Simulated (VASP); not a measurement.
Given:

```yaml
crystal:
  lattice:
    - [4.14188, 0.00000, 0.00000]
    - [-2.07094, 3.58697, 0.00000]
    - [0.00000, 0.00000, 4.65175]
  atoms:
    - { symbol: Fe, position: [0.33333, 0.66667, 0.93750], spin: 1.9 }
    - { symbol: Fe, position: [0.66667, 0.33333, 0.43750], spin: 1.9 }
    - { symbol: Al, position: [0.33333, 0.66667, 0.43750], spin: -0.1 }
    - { symbol: Al, position: [0.66667, 0.33333, 0.93750], spin: -0.1 }
```

Computed with PBEsol GGA, VASP's PBE PAW potentials (set 64) (plane waves; VASP 6.6.1). Numerical set-up: 400 eV cut-off, 10×10×8 Γ-centred mesh, tetrahedra with Blöchl corrections, potentials Fe Al.

The cores are frozen, which limits the accuracy of field gradients.

Question: Give the principal components of the electric field gradient (V/Å²) and the asymmetry η at each nucleus.

Answer: 
```
atom   Vxx   Vyy    Vzz     η
----  ----  ----  -----  ----
Fe1   37.1  37.1  -74.2  0.00
Fe2   37.1  37.1  -74.2  0.00
Al3    8.2   8.2  -16.4  0.00
Al4    8.2   8.2  -16.4  0.00
```

The structure was generated: FeAl was put into the wurtzite type (P6_3mc), which need not be its known phase. It was relaxed first, which changed the volume by -31 %. The relaxed cell has space group P6_3/mmc.
